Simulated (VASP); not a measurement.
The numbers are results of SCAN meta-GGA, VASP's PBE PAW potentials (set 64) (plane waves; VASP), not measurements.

VASP input:

File KPOINTS_OPT:
```
k-points along high-symmetry lines
6
Line-mode
Reciprocal
  0.000000   0.000000   0.000000 ! GAMMA
 -0.000000   0.500000   0.000000 ! M

 -0.000000   0.500000   0.000000 ! M
 -0.333333   0.666667   0.000000 ! K

 -0.333333   0.666667   0.000000 ! K
  0.000000   0.000000   0.000000 ! GAMMA

  0.000000   0.000000   0.000000 ! GAMMA
  0.000000   0.000000   0.500000 ! A

  0.000000   0.000000   0.500000 ! A
 -0.000000   0.500000   0.500000 ! L

 -0.000000   0.500000   0.500000 ! L
 -0.333333   0.666667   0.500000 ! H

 -0.333333   0.666667   0.500000 ! H
  0.000000   0.000000   0.500000 ! A

 -0.000000   0.500000   0.500000 ! L
 -0.000000   0.500000   0.000000 ! M

 -0.333333   0.666667   0.500000 ! H
 -0.333333   0.666667   0.000000 ! K
```

INCAR:
```
SYSTEM = ZnO
PREC = Accurate
ENCUT = 520
EDIFF = 1E-7
NELM = 100
ALGO = Normal
LREAL = .FALSE.
LASPH = .TRUE.
ISMEAR = -5
METAGGA = SCAN
LMIXTAU = .TRUE.
LMAXMIX = 4
LWAVE = .FALSE.
LCHARG = .FALSE.
LORBIT = 11
NEDOS = 601
ISIF = 2
```

File POSCAR:
```
ZnO
1
    1.6178120214    -2.8021330500     0.0000000000
    1.6178120214     2.8021330500     0.0000000000
    0.0000000000     0.0000000000     5.1978396179
Zn O
2 2
Direct
  0.6666670000   0.3333330000   0.5004393211
  0.3333330000   0.6666670000   0.0004393211
  0.6666670000   0.3333330000   0.8815606789
  0.3333330000   0.6666670000   0.3815606789
```

File KPOINTS:
```
Automatic mesh
0
Gamma
9 9 5
0 0 0
```

POTCAR, in this order: Zn O (PBE.64 set). Program: vasp_std.

The resulting files:

### OSZICAR
```
       N       E                     dE             d eps       ncg     rms          rms(c)
DAV:   1     0.261622108849E+03    0.26162E+03   -0.19377E+04  1584   0.244E+03
DAV:   2    -0.240602432054E+02   -0.28568E+03   -0.27589E+03  1674   0.455E+02
DAV:   3    -0.553678136463E+02   -0.31308E+02   -0.31070E+02  1854   0.160E+02
DAV:   4    -0.559557994497E+02   -0.58799E+00   -0.58732E+00  1770   0.232E+01
DAV:   5    -0.559597313458E+02   -0.39319E-02   -0.39318E-02  1830   0.187E+00    0.150E+01
DAV:   6    -0.465219466205E+02    0.94378E+01   -0.67458E+00  2746   0.719E+01    0.995E+00
DAV:   7    -0.456475051435E+02    0.87444E+00   -0.42124E+00  1584   0.196E+01    0.561E+00
DAV:   8    -0.479934654794E+02   -0.23460E+01   -0.13311E+00  2076   0.297E+01    0.139E+00
DAV:   9    -0.453567705908E+02    0.26367E+01   -0.16142E+00  1976   0.261E+01    0.148E+00
DAV:  10    -0.458876997524E+02   -0.53093E+00   -0.46094E-01  1584   0.711E+00    0.306E-01
DAV:  11    -0.458888149515E+02   -0.11152E-02   -0.14627E-02  1956   0.123E+00    0.459E-01
DAV:  12    -0.458991628657E+02   -0.10348E-01   -0.14504E-03  2028   0.138E+00    0.285E-01
DAV:  13    -0.458888843443E+02    0.10279E-01   -0.14902E-02  1608   0.451E+00    0.933E-01
DAV:  14    -0.459099299692E+02   -0.21046E-01   -0.16864E-02  2094   0.261E+00    0.171E+00
DAV:  15    -0.459101563595E+02   -0.22639E-03   -0.46421E-03  1596   0.830E-01    0.164E+00
DAV:  16    -0.459196744179E+02   -0.95181E-02   -0.37181E-03  1632   0.114E+00    0.181E+00
DAV:  17    -0.459191393437E+02    0.53507E-03   -0.64747E-03  1818   0.283E+00    0.101E+00
DAV:  18    -0.459188274127E+02    0.31193E-03   -0.17886E-03  2158   0.103E+00    0.714E-01
DAV:  19    -0.459189234413E+02   -0.96029E-04   -0.52143E-04  2032   0.236E-01    0.665E-01
DAV:  20    -0.459189099112E+02    0.13530E-04   -0.29912E-05  1620   0.663E-02    0.623E-01
DAV:  21    -0.459188302344E+02    0.79677E-04   -0.36854E-04  2146   0.672E-01    0.347E-01
DAV:  22    -0.459187734012E+02    0.56833E-04   -0.55115E-04  2704   0.683E-01    0.136E-01
DAV:  23    -0.459188458283E+02   -0.72427E-04   -0.21780E-04  2364   0.185E-01    0.647E-02
DAV:  24    -0.459188644403E+02   -0.18612E-04   -0.12189E-05  1626   0.310E-02    0.493E-02
DAV:  25    -0.459188806425E+02   -0.16202E-04   -0.40390E-06  1948   0.222E-02    0.170E-02
DAV:  26    -0.459188806579E+02   -0.15372E-07   -0.11125E-06  1772   0.176E-02    0.572E-03
DAV:  27    -0.459188890660E+02   -0.84081E-05   -0.82644E-07  2218   0.199E-02    0.287E-03
DAV:  28    -0.459188891656E+02   -0.99621E-07   -0.25969E-07  1328   0.501E-03
   1 F= -.45918889E+02 E0= -.45918889E+02  d E =0.000000E+00
       N       E                     dE             ncg
       N       E                     dE             ncg
```

File OUTCAR:
```
------------------------ aborting loop because EDIFF is reached ----------------------------------------
  FORCE on cell =-STRESS in cart. coord.  units (eV):
  Direction    XX          YY          ZZ          XY          YZ          ZX
  --------------------------------------------------------------------------------------
  Total        0.0023226      0.0023226      0.0737917      0.0000000      0.0000000      0.0000000
  in kB        0.0789613      0.0789613      2.5086996      0.0000000      0.0000000      0.0000000
  external PRESSURE =       0.8888741 kB  Pullay stress =       0.0000000 kB
  volume of cell :       47.13
      direct lattice vectors                 reciprocal lattice vectors
     1.617812021 -2.802133050  0.000000000     0.309059392 -0.178435496  0.000000000
     1.617812021  2.802133050  0.000000000     0.309059392  0.178435496  0.000000000
     0.000000000  0.000000000  5.197839618     0.000000000  0.000000000  0.192387621
  FREE ENERGIE OF THE ION-ELECTRON SYSTEM (eV)
  ---------------------------------------------------
  free  energy   TOTEN  =       -45.9188891656 eV

  energy  without entropy=      -45.9188891656  energy(sigma->0) =      -45.91888917

 total charge

# of ion       s       p       d       tot
------------------------------------------
    1        0.443   0.490   9.924  10.858
    2        0.443   0.490   9.924  10.858
    3        1.559   3.489   0.000   5.047
    4        1.559   3.489   0.000   5.047
--------------------------------------------------
tot          4.003   7.958  19.849  31.810
```
(Selected blocks of OUTCAR.)

The compound is ZnO in the wurtzite structure. It was relaxed first.
